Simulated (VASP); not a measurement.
An input for Ansatz (written as the equivalent of a VASP run, and not itself run):

Ansatz 0.2 input:
```yaml
crystal:
  lattice:
    - [0.0000000, 2.5959948, 2.5959948]
    - [2.5959948, 0.0000000, 2.5959948]
    - [2.5959948, 2.5959948, 0.0000000]
  atoms:
    - { symbol: Li, position: [0.2500000, 0.2500000, 0.2500000] }
    - { symbol: Li, position: [0.7500000, 0.7500000, 0.7500000] }
    - { symbol: S, position: [0.0000000, 0.0000000, 0.0000000] }
kpoints:
  mp_grid: { grid: [6, 6, 6] }
hamiltonian:
  xc: r2scan
  pseudopotentials: { kind: paw }
scf:
  occupations: { method: gaussian, width: 0.05 }
  max_iter: 100
relax:
  max_steps: 40
  f_tol: 0.01
  cell: { p_target: 20 }
output: { forces: true, stress: true, eigenvalues: true }
```

**Question.** Translate this input to VASP (INCAR, KPOINTS, POSCAR, choice of POTCAR).

**Answer.** One answer among several that fit: 
### POSCAR
```
Li2S
1.0
  0.0000000000   2.5959948224   2.5959948224
  2.5959948224   0.0000000000   2.5959948224
  2.5959948224   2.5959948224   0.0000000000
Li S
2 1
Direct
  0.2500000000   0.2500000000   0.2500000000
  0.7500000000   0.7500000000   0.7500000000
  0.0000000000   0.0000000000   0.0000000000
```

**KPOINTS**
```
Automatic mesh
0
gamma
 6 6 6
0 0 0
```

INCAR:
```
EDIFF  =  1E-7
ISMEAR  =  0
METAGGA  =  R2SCAN
PREC  =  Accurate
SIGMA  =  0.05
NSW  =  40   ! most ionic steps
EDIFFG  =  -0.01   ! ionic stop
LCHARG  =  .False.
NELM  =  100
ALGO  =  Normal   ! blocked Davidson
ENCUT  =  600
SYSTEM  =  Li2S
IBRION  =  2
LMIXTAU  =  .True.
LREAL  =  .False.
LASPH  =  .True.   ! aspherical one-centre terms
PSTRESS  =  200   ! kbar
LWAVE  =  .False.
ISIF  =  3
```

POTCAR, in this order: Li_sv S (PBE.64 set). Program: vasp_std.

Limits of the translation: each code has its own PAW files, so the cut-off isn't converted (ENCUT is set for VASP's; basis.ecutwfc is left out, and Ansatz then takes the one that its files recommend); Ansatz stops its SCF on the density residual and VASP on the energy change (EDIFF).

The compound is Li2S in the antifluorite structure. This run relaxes it under an external pressure of 20 GPa. Symmetry was kept, so distortions that lower it aren't found.
